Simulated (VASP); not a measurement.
# Cr2B with r2SCAN: from relaxation to properties, part 5 of 5

Aim: relax Cr2B, then compute properties on the relaxed cell. The start is a computed cell from the Materials Project.

VASP 6.6.1; r2SCAN, spin-polarised from a ferromagnetic start; plane waves and PAW (Cr_pv, B).

So far. Step 4 (Bands along the symmetry lines (r2SCAN)): There is no gap at this level. Step 5 (Density of states (r2SCAN)): The finer mesh and the other smearing move the Fermi level by +0.00 eV from the 6×6×6 run, a small shift, which tests the Fermi level alone. Of the states within 0.3 eV of the Fermi level, the largest shares in the PAW spheres are Cr d 88 %. The rest lies in smaller channels or between the spheres. The relaxed cell has a, b, c = 4.185, 7.290, 14.498 Å (conventional setting).

**6. Electric field gradients (r2SCAN)**

Field gradients probe how far the charge around each nucleus departs from cubic symmetry; LASPH keeps the non-spherical terms inside the spheres.

File INCAR:

```
SYSTEM = Cr2B
PREC = Accurate
ENCUT = 420
EDIFF = 1E-07
NELM = 100
ISMEAR = 1
SIGMA = 0.2
LREAL = .FALSE.
ALGO = Normal
METAGGA = R2SCAN
LASPH = .TRUE.
NBANDS = 86
ISPIN = 2
MAGMOM = 3 3 3 3 3 3 3 3 0 0 0 0
LMAXMIX = 4
LORBIT = 11
LWAVE = .FALSE.
LCHARG = .FALSE.
KPAR = 8
LEFG = .TRUE.
```

File POSCAR:

```
Cr2B
1.0
    4.1853373751      0.0000000000      0.0000000000
   -2.0926686876     -3.6449280048      0.0000000000
   -2.0926686876      0.0000000000     -7.2488054813
Cr B
8 4
Direct
    0.1671404134      0.5000000000      0.3342808267
    0.5828595866      0.0000000000      0.1657191733
    0.5848827994      0.1697655988      0.5000000000
    0.4171404134      0.0000000000      0.8342808267
    0.1651172006      0.3302344012      0.0000000000
    0.9151172006      0.8302344012      0.5000000000
    0.3328595866      0.5000000000      0.6657191733
    0.8348827994      0.6697655988      0.0000000000
    0.1256496902      0.0000000000      0.2512993805
    0.8756496902      0.5000000000      0.7512993805
    0.8743503098      0.0000000000      0.7487006195
    0.6243503098      0.5000000000      0.2487006195
```

File KPOINTS:

```
Automatic mesh
0
Gamma
6 6 6
0 0 0
```

The projector-augmented-wave data sets are Cr_pv and B (PBE family, release 64).

Started as:

```sh
> mpirun -np 8 vasp_std
```

The program printed:

```text
[... set-up lines as in an earlier step ...]
 entering main loop
       N       E                     dE             d eps       ncg     rms          rms(c)
DAV:   1     0.136132482351E+04    0.13613E+04   -0.49733E+04 15912   0.137E+03
DAV:   2    -0.782982473683E+02   -0.14396E+04   -0.13491E+04 15824   0.471E+02
DAV:   3    -0.184351695944E+03   -0.10605E+03   -0.99817E+02 16556   0.145E+02
DAV:   4    -0.187219627820E+03   -0.28679E+01   -0.28408E+01 17828   0.235E+01
DAV:   5    -0.187348753550E+03   -0.12913E+00   -0.12878E+00 24138   0.363E+00    0.662E+01
DAV:   6    -0.146286010995E+03    0.41063E+02   -0.15356E+02 18518   0.750E+01    0.247E+01
DAV:   7    -0.150765285915E+03   -0.44793E+01   -0.24292E+01 18322   0.232E+01    0.115E+01
DAV:   8    -0.152444013981E+03   -0.16787E+01   -0.53792E+00 20802   0.188E+01    0.128E+01
DAV:   9    -0.151826935324E+03    0.61708E+00   -0.21385E+00 20090   0.113E+01    0.596E+00
DAV:  10    -0.152380228079E+03   -0.55329E+00   -0.10368E+00 17874   0.464E+00    0.287E+00
DAV:  11    -0.152426142968E+03   -0.45915E-01   -0.12053E-01 18434   0.157E+00    0.136E+00
DAV:  12    -0.152440641192E+03   -0.14498E-01   -0.43376E-02 17680   0.878E-01    0.718E-01
DAV:  13    -0.152443778706E+03   -0.31375E-02   -0.81409E-03 17772   0.340E-01    0.344E-01
DAV:  14    -0.152446178387E+03   -0.23997E-02   -0.59535E-03 18938   0.261E-01    0.236E-01
DAV:  15    -0.152448050788E+03   -0.18724E-02   -0.48440E-03 19368   0.248E-01    0.129E-01
DAV:  16    -0.152448536795E+03   -0.48601E-03   -0.12369E-03 18044   0.123E-01    0.760E-02
DAV:  17    -0.152448791673E+03   -0.25488E-03   -0.82796E-04 19328   0.969E-02    0.499E-02
DAV:  18    -0.152448902894E+03   -0.11122E-03   -0.29658E-04 18828   0.594E-02    0.303E-02
DAV:  19    -0.152448960971E+03   -0.58077E-04   -0.30342E-04 19322   0.603E-02    0.149E-02
DAV:  20    -0.152448982033E+03   -0.21062E-04   -0.45515E-05 17270   0.239E-02    0.936E-03
DAV:  21    -0.152448984462E+03   -0.24283E-05   -0.15168E-05 19144   0.137E-02    0.404E-03
DAV:  22    -0.152448984608E+03   -0.14656E-06   -0.26556E-06 17268   0.611E-03    0.156E-03
DAV:  23    -0.152448984417E+03    0.19115E-06   -0.16811E-07 10952   0.178E-03    0.820E-04
DAV:  24    -0.152448984192E+03    0.22472E-06   -0.42461E-08  8434   0.914E-04    0.239E-04
DAV:  25    -0.152448984137E+03    0.55436E-07   -0.89239E-09  8206   0.494E-04
ion   1
     0.0000000    -0.0458810    -0.0000000     1.6350744     0.0000000     0.2136490
     0.0000434    -0.0458810    -0.0000000     1.6350744     0.0000000     0.2136490
     0.0000597    -0.0458810    -0.0000000     1.6350744     0.0000000     0.2136490
     0.0000823    -0.0458811    -0.0000000     1.6350745     0.0000000     0.2136490
     0.0001133    -0.0458811    -0.0000000     1.6350745     0.0000000     0.2136490

     0.0000000    -8.5496703    -0.0000000     4.3483097     0.0000001    -3.9414000
     0.0000434    -8.5497115    -0.0000000     4.3485340     0.0000001    -3.9414256
     0.0000597    -8.5497431    -0.0000000     4.3486745     0.0000001    -3.9414448
     0.0000823    -8.5497995    -0.0000000     4.3489110     0.0000001    -3.9414788
     0.0001133    -8.5498991    -0.0000000     4.3493068     0.0000001    -3.9415387

ion   2
     0.0000000    -0.0458810    -0.0000000     1.6350744     0.0000000     0.2136490
     0.0000434    -0.0458810    -0.0000000     1.6350744     0.0000000     0.2136490
     0.0000597    -0.0458810    -0.0000000     1.6350744     0.0000000     0.2136490
     0.0000823    -0.0458811    -0.0000000     1.6350745     0.0000000     0.2136490
     0.0001133    -0.0458811    -0.0000000     1.6350745     0.0000000     0.2136490

     0.0000000    -8.5496703    -0.0000000     4.3483097     0.0000001    -3.9414000
     0.0000434    -8.5497115    -0.0000000     4.3485340     0.0000001    -3.9414256
     0.0000597    -8.5497431    -0.0000000     4.3486745     0.0000001    -3.9414448
     0.0000823    -8.5497995    -0.0000000     4.3489110     0.0000001    -3.9414788
     0.0001133    -8.5498991    -0.0000000     4.3493068     0.0000001    -3.9415387

ion   3
     0.0000000     0.0000000    -0.0000000    -1.2350334     0.1956445     1.0228747
     0.0000434     0.0000000    -0.0000000    -1.2350334     0.1956445     1.0228747
     0.0000597     0.0000000    -0.0000000    -1.2350334     0.1956445     1.0228747
     0.0000823     0.0000000    -0.0000000    -1.2350334     0.1956445     1.0228747
     0.0001133     0.0000000    -0.0000000    -1.2350334     0.1956445     1.0228747

     0.0000000     0.0000001    -0.0000000   -14.3608873    -7.0912603    -0.1408173
     0.0000434     0.0000001    -0.0000000   -14.3610118    -7.0910820    -0.1407325
     0.0000597     0.0000001    -0.0000000   -14.3610965    -7.0909758    -0.1406819
     0.0000823     0.0000001    -0.0000000   -14.3612428    -7.0908001    -0.1405979
     0.0001133     0.0000001    -0.0000000   -14.3614940    -7.0905112    -0.1404597

ion   4
     0.0000000     0.0458810     0.0000000     1.6350744     0.0000000     0.2136490
     0.0000434     0.0458810     0.0000000     1.6350744     0.0000000     0.2136490
     0.0000597     0.0458811     0.0000000     1.6350744     0.0000000     0.2136490
     0.0000823     0.0458811     0.0000000     1.6350745     0.0000000     0.2136490
     0.0001133     0.0458811     0.0000000     1.6350745     0.0000000     0.2136490

     0.0000000     8.5496706     0.0000000     4.3483097     0.0000001    -3.9414000
     0.0000434     8.5497118     0.0000000     4.3485340     0.0000001    -3.9414256
     0.0000597     8.5497434     0.0000000     4.3486745     0.0000001    -3.9414448
     0.0000823     8.5497997     0.0000000     4.3489110     0.0000001    -3.9414788
     0.0001133     8.5498994     0.0000000     4.3493068     0.0000001    -3.9415387

ion   5
     0.0000000     0.0000000    -0.0000000    -1.2350334     0.1956445     1.0228747
     0.0000434     0.0000000    -0.0000000    -1.2350334     0.1956445     1.0228747
     0.0000597     0.0000000    -0.0000000    -1.2350334     0.1956445     1.0228747
     0.0000823     0.0000000    -0.0000000    -1.2350334     0.1956445     1.0228747
     0.0001133     0.0000000    -0.0000000    -1.2350334     0.1956445     1.0228747

     0.0000000     0.0000001    -0.0000000   -14.3608873    -7.0912603    -0.1408173
     0.0000434     0.0000001    -0.0000000   -14.3610118    -7.0910820    -0.1407325
     0.0000597     0.0000001    -0.0000000   -14.3610965    -7.0909758    -0.1406819
     0.0000823     0.0000001    -0.0000000   -14.3612428    -7.0908001    -0.1405979
     0.0001133     0.0000001    -0.0000000   -14.3614940    -7.0905112    -0.1404597

ion   6
     0.0000000     0.0000000     0.0000000    -1.2350334    -0.1956445     1.0228747
     0.0000434     0.0000000     0.0000000    -1.2350334    -0.1956445     1.0228747
     0.0000597     0.0000000     0.0000000    -1.2350334    -0.1956445     1.0228747
     0.0000823     0.0000000     0.0000000    -1.2350334    -0.1956445     1.0228747
     0.0001133     0.0000000     0.0000000    -1.2350334    -0.1956445     1.0228747

     0.0000000     0.0000001     0.0000000   -14.3608873     7.0912604    -0.1408173
     0.0000434     0.0000001     0.0000000   -14.3610118     7.0910821    -0.1407325
     0.0000597     0.0000001     0.0000000   -14.3610965     7.0909759    -0.1406819
     0.0000823     0.0000001     0.0000000   -14.3612428     7.0908003    -0.1405979
     0.0001133     0.0000001     0.0000000   -14.3614940     7.0905114    -0.1404597

ion   7
     0.0000000     0.0458810     0.0000000     1.6350744     0.0000000     0.2136490
     0.0000434     0.0458810     0.0000000     1.6350744     0.0000000     0.2136490
     0.0000597     0.0458811     0.0000000     1.6350744     0.0000000     0.2136490
     0.0000823     0.0458811     0.0000000     1.6350745     0.0000000     0.2136490
     0.0001133     0.0458811     0.0000000     1.6350745     0.0000000     0.2136490

     0.0000000     8.5496706     0.0000000     4.3483097     0.0000001    -3.9414000
     0.0000434     8.5497118     0.0000000     4.3485340     0.0000001    -3.9414256
     0.0000597     8.5497434     0.0000000     4.3486745     0.0000001    -3.9414448
     0.0000823     8.5497997     0.0000000     4.3489110     0.0000001    -3.9414788
     0.0001133     8.5498994     0.0000000     4.3493068     0.0000001    -3.9415387

ion   8
     0.0000000     0.0000000     0.0000000    -1.2350334    -0.1956445     1.0228747
     0.0000434     0.0000000     0.0000000    -1.2350334    -0.1956445     1.0228747
     0.0000597     0.0000000     0.0000000    -1.2350334    -0.1956445     1.0228747
     0.0000823     0.0000000     0.0000000    -1.2350334    -0.1956445     1.0228747
     0.0001133     0.0000000     0.0000000    -1.2350334    -0.1956445     1.0228747

     0.0000000     0.0000001     0.0000000   -14.3608873     7.0912604    -0.1408173
     0.0000434     0.0000001     0.0000000   -14.3610118     7.0910821    -0.1407325
     0.0000597     0.0000001     0.0000000   -14.3610965     7.0909759    -0.1406819
     0.0000823     0.0000001     0.0000000   -14.3612428     7.0908003    -0.1405979
     0.0001133     0.0000001     0.0000000   -14.3614940     7.0905114    -0.1404597

ion   9
     0.0000000     4.8167261     0.0000000     3.3905581     0.0000000     2.7748615
     0.0000257     4.8167261     0.0000000     3.3905581     0.0000000     2.7748615
     0.0000354     4.8167261     0.0000000     3.3905581     0.0000000     2.7748615
     0.0000487     4.8167261     0.0000000     3.3905581     0.0000000     2.7748615
     0.0000671     4.8167260     0.0000000     3.3905580     0.0000000     2.7748614

     0.0000000     7.2445372     0.0000000     5.0878369     0.0000000     4.1734714
     0.0000257     7.2445369     0.0000000     5.0878367     0.0000000     4.1734712
     0.0000354     7.2445367     0.0000000     5.0878365     0.0000000     4.1734711
     0.0000487     7.2445362     0.0000000     5.0878362     0.0000000     4.1734708
     0.0000671     7.2445355     0.0000000     5.0878357     0.0000000     4.1734704

ion  10
     0.0000000    -4.8167261     0.0000000     3.3905581     0.0000000     2.7748615
     0.0000257    -4.8167261     0.0000000     3.3905581     0.0000000     2.7748615
     0.0000354    -4.8167261     0.0000000     3.3905581     0.0000000     2.7748615
     0.0000487    -4.8167261     0.0000000     3.3905581     0.0000000     2.7748615
     0.0000671    -4.8167260     0.0000000     3.3905580     0.0000000     2.7748614

     0.0000000    -7.2445372     0.0000000     5.0878369     0.0000000     4.1734714
     0.0000257    -7.2445369     0.0000000     5.0878367     0.0000000     4.1734712
     0.0000354    -7.2445367     0.0000000     5.0878365     0.0000000     4.1734711
     0.0000487    -7.2445362     0.0000000     5.0878362     0.0000000     4.1734708
     0.0000671    -7.2445355     0.0000000     5.0878357     0.0000000     4.1734704

ion  11
     0.0000000    -4.8167261     0.0000000     3.3905581     0.0000000     2.7748615
     0.0000257    -4.8167261     0.0000000     3.3905581     0.0000000     2.7748615
     0.0000354    -4.8167261     0.0000000     3.3905581     0.0000000     2.7748615
     0.0000487    -4.8167261     0.0000000     3.3905581     0.0000000     2.7748615
     0.0000671    -4.8167260     0.0000000     3.3905580     0.0000000     2.7748614

     0.0000000    -7.2445372     0.0000000     5.0878369     0.0000000     4.1734714
     0.0000257    -7.2445369     0.0000000     5.0878367     0.0000000     4.1734712
     0.0000354    -7.2445367     0.0000000     5.0878365     0.0000000     4.1734711
     0.0000487    -7.2445362     0.0000000     5.0878362     0.0000000     4.1734708
     0.0000671    -7.2445355     0.0000000     5.0878357     0.0000000     4.1734704

ion  12
     0.0000000     4.8167261     0.0000000     3.3905581     0.0000000     2.7748615
     0.0000257     4.8167261     0.0000000     3.3905581     0.0000000     2.7748615
     0.0000354     4.8167261     0.0000000     3.3905581     0.0000000     2.7748615
     0.0000487     4.8167261     0.0000000     3.3905581     0.0000000     2.7748615
     0.0000671     4.8167260     0.0000000     3.3905580     0.0000000     2.7748614

     0.0000000     7.2445372     0.0000000     5.0878369     0.0000000     4.1734714
     0.0000257     7.2445369     0.0000000     5.0878367     0.0000000     4.1734712
     0.0000354     7.2445367     0.0000000     5.0878365     0.0000000     4.1734711
     0.0000487     7.2445362     0.0000000     5.0878362     0.0000000     4.1734708
     0.0000671     7.2445355     0.0000000     5.0878357     0.0000000     4.1734704

   1 F= -.15244898E+03 E0= -.15244896E+03  d E =-.829456E-04  mag=     0.0001
```

Wall time 4.7 min (8 MPI ranks of Intel Xeon 6975P-C (Granite Rapids), shared host); peak memory 4.5 GiB.

From OUTCAR (step 6):

```text
   NELECT =     108.0000    total number of electrons

 E-fermi :  10.9769

 spin component 1
 k-point     1 :       0.0000    0.0000    0.0000
  band No.  band energies     occupation
    ...
     51      10.5955      1.01068
     52      10.6170      1.01446
     53      10.6805      1.02845
     54      10.7813      1.02265
     55      10.8503      0.93420
     56      10.9838      0.47070
     57      11.0844      0.10991
     58      11.1676     -0.01964
     59      12.0522     -0.00000
     60      12.1800     -0.00000
    ...

 k-point     2 :       0.1667    0.0000    0.0000
  band No.  band energies     occupation
    ...
     51      10.4655      1.00089
     52      10.5716      1.00734
     53      10.7550      1.03307
     54      10.8585      0.91632
     55      10.9302      0.69155
     56      11.0112      0.35722
     57      11.1915     -0.03115
     58      11.4111     -0.00442
     59      12.1732     -0.00000
     60      12.2335     -0.00000
    ...

  Total        0.0189955     -0.0316929      0.1167093     -0.0000000      0.0000000      0.0000000
  in kB        0.2752164     -0.4591833      1.6909476     -0.0000000      0.0000000      0.0000000
  external PRESSURE =       0.5023269 kB  Pullay stress =       0.0000000 kB

 POSITION                                       TOTAL-FORCE (eV/Angst)
 -----------------------------------------------------------------------------------
     -1.04633     -1.82246     -2.42314        -0.000000      0.000000     -0.009626
      2.09267      0.00000     -1.20127         0.000000      0.000000      0.009626
      1.04633     -0.61878     -3.62440        -0.000000     -0.008648      0.000000
      0.00000      0.00000     -6.04754        -0.000000      0.000000     -0.009626
     -0.00000     -1.20368      0.00000         0.000000      0.008648      0.000000
      1.04633     -3.02614     -3.62440         0.000000      0.008648      0.000000
     -1.04633     -1.82246     -4.82567         0.000000      0.000000      0.009626
      2.09267     -2.44125      0.00000        -0.000000     -0.008648      0.000000
     -0.00000      0.00000     -1.82162        -0.000000      0.000000     -0.001450
      1.04633     -1.82246     -5.44602        -0.000000      0.000000     -0.001450
      2.09267      0.00000     -5.42719         0.000000      0.000000      0.001450
      1.04633     -1.82246     -1.80278         0.000000      0.000000      0.001450
 -----------------------------------------------------------------------------------
    total drift:                               -0.000000     -0.000000     -0.000000

  FREE ENERGIE OF THE ION-ELECTRON SYSTEM (eV)
  ---------------------------------------------------
  free  energy   TOTEN  =      -152.4489841369 eV

  energy  without entropy=     -152.4489011913  energy(sigma->0) =     -152.44895649

 Electric field gradients after diagonalization (V/A^2)
 (convention: |V_zz| > |V_xx| > |V_yy|)
----------------------------------------------------------------------
 ion       V_xx      V_yy      V_zz     asymmetry (V_yy - V_xx)/ V_zz
----------------------------------------------------------------------
   1      -7.579    -3.876    11.455       0.323
   2      -7.579    -3.876    11.455       0.323
   3     -10.055    -8.765    18.819       0.069
   4      -7.579    -3.876    11.455       0.323
   5     -10.055    -8.765    18.819       0.069
   6     -10.058    -8.765    18.823       0.069
   7      -7.579    -3.876    11.455       0.323
   8     -10.058    -8.765    18.823       0.069
   9      -6.293    -5.911    12.204       0.031
  10      -6.292    -5.909    12.201       0.031
  11      -6.292    -5.909    12.201       0.031
  12      -6.293    -5.911    12.204       0.031
----------------------------------------------------------------------

 magnetization (x)
# of ion       s       p       d       tot
------------------------------------------
    1        0.000   0.000   0.000   0.000
    2        0.000   0.000   0.000   0.000
    3        0.000   0.000   0.000   0.000
    4        0.000   0.000   0.000   0.000
    5        0.000   0.000   0.000   0.000
    6        0.000   0.000   0.000   0.000
    7        0.000   0.000   0.000   0.000
    8        0.000   0.000   0.000   0.000
    9       -0.000  -0.000   0.000  -0.000
   10       -0.000  -0.000   0.000  -0.000
   11       -0.000  -0.000   0.000  -0.000
   12       -0.000  -0.000   0.000  -0.000
--------------------------------------------------
tot         -0.000  -0.000   0.000   0.000

[... 11 parts as in an earlier step ...]

[... 11 further parts left out ...]
```

This step gave:

| Quantity | Value |
| --- | --- |
| SCF cycles | 25 |
| bands | 86 |
| irreducible k-points | 46 |
| free energy (TOTEN) | -152.4490 eV |
| pressure | 0.05023 GPa |

Electric field gradients, by row:

```tsv
atom	Vxx (V/Å²)	Vyy (V/Å²)	Vzz (V/Å²)	asymmetry
Cr1	-7.579	-3.876	11.46	0.323
Cr2	-7.579	-3.876	11.46	0.323
Cr3	-10.05	-8.765	18.82	0.069
Cr4	-7.579	-3.876	11.46	0.323
Cr5	-10.05	-8.765	18.82	0.069
Cr6	-10.06	-8.765	18.82	0.069
Cr7	-7.579	-3.876	11.46	0.323
Cr8	-10.06	-8.765	18.82	0.069
B9	-6.293	-5.911	12.2	0.031
B10	-6.292	-5.909	12.2	0.031
B11	-6.292	-5.909	12.2	0.031
B12	-6.293	-5.911	12.2	0.031
```

The largest gradient, 18.82 V/Å², sits on Cr6 and like sites; times the quadrupole moment of a nucleus that has one, it gives the coupling that NMR and NQR see.

**7. What came out**

```json
{"relaxed volume": "9.215 Å³/atom", "relaxed conventional cell a, b, c": "4.185, 7.290, 14.498 Å", "space group after relaxing, within 0.02 Å": "Fddd (No. 70)", "moment of the cell (9×9×9 mesh)": "0 μB", "band gap": "none, a metal", "DOS at the Fermi level": "8.86 states/eV/cell", "largest field gradient Vzz": "18.82 V/Å² on Cr6"}
```

In words: With r2SCAN, Cr2B relaxes to 9.215 Å³/atom in space group Fddd, comes out as a metal and loses the moments it was started with. Bands along the symmetry lines (r2SCAN): Of the bands kept, 4 cross the Fermi level on this path. Only the typed magnetic starts were tried, so the magnetic ground state may differ and with it the other results. No search among competing phases was made, and a listed structure need not be the one stable at ambient conditions. All values are for a static lattice at zero temperature.

[Lines on the potential files, build, host, timing and source positions are cut from VASP's logs without a mark.]

[Logs are printed without paths, hosts, clocks, repeated set-up lines and the standing remarks that a program may print on its own settings, such as how far it seeks lower states.]

[Hosts, paths, dates, database ids (printed as entryN), source tags and the programs' standing remarks are cut or masked in the printed files.]

[A measured line is paired with the nearest computed mode of its activity, which favours agreement.]
